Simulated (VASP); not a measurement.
These are HSE06 screened hybrid, VASP's PBE PAW potentials (set 64) (plane waves; VASP 6.6.1) values and carry that method's errors.

A VASP calculation is set up with these files.

### KPOINTS
```
Regular mesh
0
G
1 1 1
0 0 0
```

INCAR:
```
AEXX=0.25
ALGO=Normal
EDIFF=1E-5
ENCUT=400
GGA=PE
HFSCREEN=0.2
ISIF=0
ISMEAR=0
ISPIN=2
ISYM=0
LASPH=.TRUE.
LCHARG=.FALSE.
LHFCALC=.TRUE.
LORBIT=10
LREAL=Auto
LWAVE=.FALSE.
MAGMOM=71*0.0141
NELECT=285.0
NELM=50
NELMIN=4
NUPDOWN=1
PREC=Normal
PRECFOCK=Fast
SIGMA=0.05
SYSTEM=Al35N35O
```

File POSCAR:
```
Al35N35O
1.0
  4.6932676572  -8.1289780179   0.0000000000
  4.6932676572   8.1289780179   0.0000000000
  0.0000000000   0.0000000000  10.0192026156
Al N O
35 35 1
Cart
  1.5694575255  -0.8992781065   2.4608533373
  1.5674737638   0.9159266421  10.0130717653
  1.5196973438  -0.8830764648   7.5331155107
  1.5810823416   0.9363638431   5.0368146133
  3.1298839574   1.8098161434   2.4959464741
  3.1285792661   3.6128822606   0.0032057591
  3.1345425306   1.8042079029   7.5172806820
  3.1273556017   3.6123657177   5.0059376341
  4.6948328911   4.5179164298   2.4981507268
  4.6830595128   6.3177163943  10.0134982567
  4.6847186411   4.5118324685   7.5278645388
  4.6678168636   6.2912771794   5.0378849357
  3.1345778127  -3.6089606619   2.4614111344
  3.1331265600  -1.8032471626  10.0160390794
  3.1235365692  -3.6614838764   7.5332693786
  4.7128458682  -0.8916957982   2.4897367858
  4.6963951386   0.9145926101   0.0123917037
  4.7227399851  -0.8857608964   7.5453800658
  4.7066324258   0.9174765220   5.0063725697
  6.2698429009   1.8169089872   2.5022809898
  6.2482193854   3.6075391183  10.0137114103
  6.2586761167   1.7962349110   7.5145828464
  6.2174561230   3.6073723108   5.0379188376
  4.6991384371  -6.3180810725   2.4936855649
  4.7056651157  -4.5187767073  10.0129122416
  4.6914642377  -6.3229681295   7.5211743696
  4.7298011279  -4.5172731455   5.0368013669
  6.2603921358  -3.6128356262   2.4958371236
  6.2685024741  -1.8088184145   0.0125353440
  6.2585102735  -3.6066785920   7.5172055741
  6.2764743445  -1.8012138458   5.0056865959
  7.8367579246  -0.8967217705   2.5022061954
  7.8227306323   0.9042468801   0.0018051678
  7.8138126906  -0.8969815572   7.5146630912
  7.8352690000   0.9115037001   5.0072562433
  1.3597487850  -0.7884628921   4.3451386411
  1.5707666782   0.9117286322   1.9034716059
  1.5590770405  -0.8990908864   9.4563521500
  1.5665392634   0.9069661387   6.9363012247
  3.1430959592   1.7922247033   4.4208587148
  3.1300291591   3.6142372523   1.9215279023
  3.1363493142   1.8076880623   9.4293263238
  3.1250263118   3.6108780163   6.9224271599
  4.6865905181   4.5126448672   4.4228513178
  4.6958079550   6.3194474602   1.9047412834
  4.6897278891   4.5144189264   9.4348123201
  4.6822275922   6.3158361820   6.9389352781
  3.1258996848  -3.8460710450   4.3453002709
  3.1500934383  -1.7933348892   1.9417858142
  3.1294766015  -3.6185806424   9.4564164071
  3.1189633154  -1.8120096627   7.2186951706
  4.6981680496   0.9091956109   1.9299380671
  4.7055332733  -0.8957616342   9.4610753293
  4.6943734568   0.8870552801   6.9049545763
  6.2659507501   1.8128586093   4.4216435781
  6.2550567921   3.6177635371   1.9053708330
  6.2562337510   1.8039625963   9.4286156297
  6.2456510454   3.6070075628   6.9390552009
  4.7051522973  -6.3147604109   4.4161303275
  4.7027034507  -4.5134169356   1.9031093617
  4.6941095905  -6.3214508232   9.4301662265
  4.6969811170  -4.5154269091   6.9364453940
  6.2524575924  -3.5926940818   4.4209655235
  6.2651469726  -1.8043014097   1.9296965291
  6.2625034910  -3.6064693090   9.4292359045
  6.2444139962  -1.7972515714   6.9049169522
  7.8312176728  -0.8983957962   4.4215870307
  7.8278492667   0.9071342671   1.9200200013
  7.8183373653  -0.9024295682   9.4284703883
  7.8260204585   0.9056375962   6.9235773994
  4.9098997516  -0.7775622984   4.3336599924
```

POTCAR, in this order: Al N O (PBE.64 set). Program: vasp_gam. Read from the step before: WAVECAR.

What will the output report for the number of irreducible k-points (NKPTS), largest plane-wave count, FFT grid (NGX, NGY, NGZ)?

The number of irreducible k-points (NKPTS) is 1. The largest plane-wave count comes out as 6983 and the FFT grid (NGX, NGY, NGZ) is 48 × 48 × 50.

The cell is a supercell with a defect, built from AlN (wurtzite): O_N-vac_Al, charge +1. The cell's shape comes from a PBE relaxation.
